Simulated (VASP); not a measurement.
Consider the following.

```
CELL_PARAMETERS angstrom
      1.83645    -3.18082     0.00000
      1.83645     3.18082     0.00000
      0.00000     0.00000     5.45592
ATOMIC_POSITIONS crystal
  Pt 0.00000 0.00000 0.00000
  S  0.33333 0.66667 0.23412
  S  0.66667 0.33333 0.76588
```

Calculation: vdW-DF2, VASP's PBE PAW potentials (set 64) (plane waves; VASP). Numerical set-up: 520 eV cut-off, Gaussian smearing of 0.050 eV, potentials Pt S.

Unless said otherwise, spin-orbit coupling is left out, though it shifts the bands of the heavy elements here.

Task: Give the energies of bands 3 to 14 at the high-symmetry points, in eV from the valence-band maximum.

Result: 
```
band      Γ      M      K      A      L      H
----  -----  -----  -----  -----  -----  -----
3     -5.63  -6.02  -5.40  -5.31  -6.16  -5.12
4     -5.33  -4.82  -4.92  -5.31  -4.90  -5.03
5     -5.33  -4.17  -4.92  -4.66  -4.20  -5.03
6     -2.97  -3.44  -3.67  -2.98  -3.99  -3.59
7     -2.97  -2.45  -3.67  -2.98  -2.51  -3.59
8     -1.59  -2.41  -2.67  -2.03  -2.45  -2.84
9     -0.74  -2.39  -2.20  -1.02  -2.15  -2.63
10    -0.74  -2.38  -1.05  -0.89  -2.11  -1.43
11     0.00  -2.01  -1.05  -0.89  -1.16  -1.43
12     2.07   1.54   0.94   2.38   1.79   1.90
13     2.07   2.30   0.94   2.38   1.92   1.90
14     4.67   5.18   5.20   5.96   4.86   6.42
```

The gap is indirect, 0.90 eV, from the valence maximum at Γ to the conduction minimum at K-Γ at 0.11.

The compound is PtS2 in the 1T layered structure. It was relaxed first, which changed the volume by +17 %.
